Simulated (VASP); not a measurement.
Write the native input for VASP 6.6.1 that does the following.

```yaml
Task: relaxation of cell and atoms
Functional: LDA
Potentials_or_basis: VASP PAW LDA potentials, release 64 (Ta_pv, N)
Cutoff: 600 eV
k_mesh: 16 × 16 × 16
Occupations: methfessel-paxton, width 0.2 eV
Spin: no spin polarisation
Further_INCAR_settings: ALGO = Normal; EDIFF = 1e-07; IBRION = 2; EDIFFG = -0.01; NSW = 60; ISIF = 3
```

The structure of TaN lies in POSCAR:

```
TaN
1.0
    0.0000000000      2.2000000000      2.2000000000
    2.2000000000      0.0000000000      2.2000000000
    2.2000000000      2.2000000000      0.0000000000
Ta N
1 1
Direct
    0.0000000000      0.0000000000      0.0000000000
    0.5000000000      0.5000000000      0.5000000000
```

The cell was built by a generator and needn't be a form met in nature.

One way to write it, as run:

INCAR

```
SYSTEM = TaN
PREC = Accurate ; ENCUT = 600
EDIFF = 1E-7 ; ISMEAR = 1
SIGMA = 0.2 ; LREAL = .False.
LASPH = .True. ; NELM = 80
ALGO = Normal ; ISIF = 3
LWAVE = .False. ; LCHARG = .False.
GGA = CA ; IBRION = 2
NSW = 60 ; EDIFFG = -0.01
KPAR = 4
```

KPOINTS

```
regular mesh
0
Gamma
  16 16 16
  0 0 0
```

Potentials or basis: VASP PAW LDA potentials, release 64 (Ta_pv, N).

The run is started by

```sh
$ cat potpaw_LDA.64/Ta_pv/POTCAR potpaw_LDA.64/N/POTCAR > POTCAR
$ mpirun -np 4 vasp_std > vasp.out
```

Results of the run:

| Quantity | Value |
| --- | --- |
| Relaxed volume | 10.33 Å³/atom |
| Relaxed cell | a = 3.080 Å, b = 3.080 Å, c = 3.080 Å, α = 60.00°, β = 60.00°, γ = 60.00° |
| Space group after relaxing (to 0.05 Å) | Fm-3m (No. 225) |
| Energy gained by relaxing | 10.7 meV/atom |
| Ionic steps | 4 |
| Pressure after relaxing | 0.0 GPa |
| Band gap on the k mesh | none (metal or under the smearing width) |

Wall time 26 s on 4 MPI ranks on AMD EPYC 9R45 (Zen 5), on a shared host, peak memory 0.15 GiB a rank.
